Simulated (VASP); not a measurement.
Method: vdW-DF2, VASP's PBE PAW potentials (set 64) (plane waves; VASP 6.6.1).

Input for VASP

INCAR:
```
# general
SYSTEM   = Zr
PREC     = Accurate
ENCUT    = 520   # plane-wave cut-off (eV)
LREAL    = F
LASPH    = T   # aspherical one-centre terms

# electronic loop
EDIFF    = 1E-7   # SCF stop (eV)
NELM     = 100   # most electronic steps
ALGO     = Normal   # blocked Davidson
LMAXMIX  = 4

# smearing
ISMEAR   = 1
SIGMA    = 0.1

# functional
GGA      = ML
LUSE_VDW = T
AGGAC    = 0.0
ZAB_VDW  = -1.8867

# ions
IBRION   = 2   # conjugate gradients
NSW      = 30   # most ionic steps
ISIF     = 4
EDIFFG   = -0.01   # ionic stop

# output
LWAVE    = F
LCHARG   = F
```

**POSCAR**
```
Zr
1.0
  1.6290529354  -2.8216023957   0.0000000000
  1.6290529354   2.8216023957   0.0000000000
  0.0000000000   0.0000000000   5.1997055800
Zr
2
direct
  0.3333330000   0.6666670000   0.2500000000
  0.6666670000   0.3333330000   0.7500000000
```

**KPOINTS**
```
Automatic
0
G
13 13 7
0 0 0
```

POTCAR, in this order: Zr_sv (PBE.64 set). Program: vasp_std.

Problem. Estimate the energy per atom (σ→0), band gap (on the k-mesh).

Solution. 
```json
{
  "energy per atom (σ→0)": "-5.130 eV/atom",
  "band gap (on the k-mesh)": "none (metal, semimetal or under 0.01 eV)"
}
```

### OSZICAR
```
...
       N       E                     dE             d eps       ncg     rms          rms(c)
DAV:   1    -0.102614083432E+02   -0.15013E-02   -0.96340E-02  2688   0.291E+00    0.217E-01
DAV:   2    -0.102603344802E+02    0.10739E-02   -0.29193E-03  3024   0.422E-01    0.104E-01
DAV:   3    -0.102600183756E+02    0.31610E-03   -0.12878E-03  3744   0.248E-01    0.169E-02
DAV:   4    -0.102600196871E+02   -0.13115E-05   -0.21295E-05  3024   0.456E-02    0.818E-03
DAV:   5    -0.102600211687E+02   -0.14817E-05   -0.20401E-06  3736   0.130E-02    0.771E-04
DAV:   6    -0.102600210710E+02    0.97707E-07   -0.30904E-08  2000   0.171E-03
   3 F= -.10260021E+02 E0= -.10260070E+02  d E =-.746726E-03
```

The compound is Zr in the hcp structure. This cell is one point of a volume scan, at 0.97 of the reference volume. Symmetry was kept, so distortions that lower it aren't found.
